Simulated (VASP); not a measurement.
Consider the following.

```
CELL_PARAMETERS angstrom
      3.19681     0.00000     0.00000
      0.00000     3.09254     0.00000
      0.00000     0.00000     3.20341
ATOMIC_POSITIONS crystal
  Zn 0.50000 0.50000 0.50000
  Au 0.02514 0.00000 0.00000
```

All values below come from PBE GGA, VASP's PBE PAW potentials (set 64) (plane waves; VASP 6.6.1). Settings: 400 eV cut-off, 1×1×1 Γ-centred mesh, first-order Methfessel-Paxton smearing of 0.10 eV, potentials Zn Au.

Task: What does the run give for the energy per atom (σ→0), pressure, largest force?

Result: 
```
Property                       Result
---------------------  --------------
energy per atom (σ→0)  -2.492 eV/atom
pressure                     7.29 GPa
largest force              0.322 eV/Å
```

The absolute energy has meaning only against runs of the same code, potentials and settings.

The compound is AuZn in the CsCl type structure. The cell was not relaxed at this level, atoms are displaced from their ideal sites. The k-mesh is coarse (spacing up to 2.03 per Å, 2π included), so the numbers may not be converged in it. The run is one of a series of settings (KPOINTS 1×1×1 Γ-centred mesh against the base run), some of them coarse on purpose. The electron count is odd and the run is not spin-polarised, which forces a metal.
